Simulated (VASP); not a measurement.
A run of VASP 6.6.1:

File INCAR:

```
PREC = Normal
ENCUT = 520
EDIFF = 1E-4
ISMEAR = 0
SIGMA = 0.15
LREAL = False
LASPH = True
NELM = 60
ALGO = Fast
ISIF = 3
LWAVE = False
LCHARG = False
GGA = PE
IBRION = 2
NSW = 24
EDIFFG = -0.08
```

File KPOINTS:

```
Automatic mesh
0
Gamma
  3 3 2
```

File POSCAR:

```
MgCd2Te3
1.0
    5.4983758700      0.0000000000      0.0000000000
   -2.7491879300      4.7617331800      0.0000000000
    0.0000000000      0.0000000000      6.4179813400
Mg Cd Te
1 2 3
Direct
    0.0000000000      0.0000000000      0.9797591100
    0.3333333300      0.6666666700      0.9195613900
    0.6666666700      0.3333333300      0.9195613900
    0.5000000000      0.0000000000      0.3221770700
    0.0000000000      0.5000000000      0.3221770700
    0.5000000000      0.5000000000      0.3221770700
```

Potentials or basis: VASP PAW PBE potentials, release 64 (Mg, Cd, Te).

Command:

```console
$ cat potpaw_PBE.64/Mg/POTCAR potpaw_PBE.64/Cd/POTCAR potpaw_PBE.64/Te/POTCAR > POTCAR
$ mpirun -np 1 vasp_std > vasp.out
```

Hardware: 1 thread of Intel(R) Xeon(R) Platinum 8259CL CPU @ 2.50GHz (Skylake/Cascade Lake), with other jobs on the host.

How long does it take, and how much memory?

Wall time 2.7 min on 1 thread of Intel(R) Xeon(R) Platinum 8259CL CPU @ 2.50GHz (Skylake/Cascade Lake), with other jobs on the host, peak memory 0.21 GiB. Counts: scf iterations 90, k points 6, ion steps 12.
